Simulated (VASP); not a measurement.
Data:

```yaml
crystal:
  lattice:
    - [0.00000, 3.11003, 3.11003]
    - [3.11003, 0.00000, 3.11003]
    - [3.11003, 3.11003, 0.00000]
  atoms:
    - { symbol: Ba, position: [0.00000, 0.00000, 0.00000] }
    - { symbol: F, position: [0.25000, 0.25000, 0.25000] }
    - { symbol: F, position: [0.75000, 0.75000, 0.75000] }
```

Computed with optB86b-vdW, VASP's PBE PAW potentials (set 64) (plane waves; VASP). Settings: 520 eV cut-off, Gaussian smearing of 0.050 eV, potentials Ba_sv F.

Unless said otherwise, spin-orbit coupling is left out, though it shifts the bands of the heavy elements here.

**Question.** Give the energies of bands 7 to 15 at the high-symmetry points, in eV from the valence-band maximum.

**Answer.** 
| band | Γ | X | U | L | W |
|---|---|---|---|---|---|
| 7 | -1.46 | -1.52 | -1.27 | -1.07 | -1.21 |
| 8 | -1.46 | -0.35 | -0.55 | -1.07 | -0.63 |
| 9 | -1.46 | -0.35 | -0.52 | -0.66 | -0.35 |
| 10 | -0.08 | -0.34 | -0.35 | -0.36 | -0.35 |
| 11 | -0.08 | -0.34 | -0.18 | -0.17 | -0.30 |
| 12 | -0.08 | -0.12 | -0.17 | -0.17 | -0.17 |
| 13 | 6.58 | 7.12 | 7.41 | 9.08 | 7.42 |
| 14 | 9.18 | 9.03 | 9.37 | 9.13 | 9.74 |
| 15 | 9.18 | 10.64 | 9.88 | 9.13 | 9.88 |

The gap is indirect, 6.58 eV, from the valence maximum at K-Γ at 0.43 to the conduction minimum at Γ.

Measured: gap 10.50 eV (computed value off by -3.92 eV), as given by Andrés Aguado et al., Journal of the Physical Society of Japan (1999), arXiv:cond-mat/9901145.

The compound is BaF2 in the fluorite structure. It was relaxed first.
